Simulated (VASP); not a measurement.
```xyz
8
Lattice="4.7204 0.0000 0.0000 0.0000 4.7204 0.0000 0.0000 0.0000 4.7204" Properties=species:S:1:pos:R:3 pbc="T T T"
Cd     0.0000     0.0000     0.0000
Cd     2.3602     2.3602     0.0000
Cd     2.3602     0.0000     2.3602
O      2.3602     2.3602     2.3602
O      0.0000     0.0000     2.3602
O      0.0000     2.3602     0.0000
O      2.3602     0.0000     0.0000
Ca     0.0000     2.3602     2.3602
```

These are PBEsol GGA, VASP's PBE PAW potentials (set 64) (plane waves; VASP 6.6.1) values and carry that method's errors. Run with 520 eV cut-off, Gaussian smearing of 0.050 eV, potentials Cd O Ca_sv.

Problem. Give the energies of bands 24 to 37 at the high-symmetry points, in eV from the Fermi level.

Solution. 
| band | Γ | X | M | R |
|---|---|---|---|---|
| 24 | -3.89 | -3.24 | -3.85 | -4.21 |
| 25 | -3.89 | -3.24 | -3.31 | -4.21 |
| 26 | -3.89 | -2.79 | -3.31 | -4.21 |
| 27 | -2.19 | -2.77 | -2.38 | -2.06 |
| 28 | -2.19 | -2.36 | -2.38 | -1.72 |
| 29 | -2.19 | -2.36 | -2.27 | -1.72 |
| 30 | -1.72 | -2.05 | -2.14 | -0.09 |
| 31 | -1.72 | -1.82 | -1.93 | -0.09 |
| 32 | -1.72 | -1.72 | -0.93 | -0.09 |
| 33 | -0.90 | -1.72 | -0.06 | 0.11 |
| 34 | -0.90 | -0.90 | -0.06 | 0.11 |
| 35 | -0.90 | -0.90 | 0.00 | 0.11 |
| 36 | -0.09 | 3.56 | 5.02 | 4.21 |
| 37 | 3.58 | 3.91 | 5.42 | 5.13 |

It has no gap at this level: it comes out as a metal or semimetal.

The structure was generated: CaCd3O4 was put into an ordered model structure (Pm-3m), which need not be its known phase. It was relaxed first.
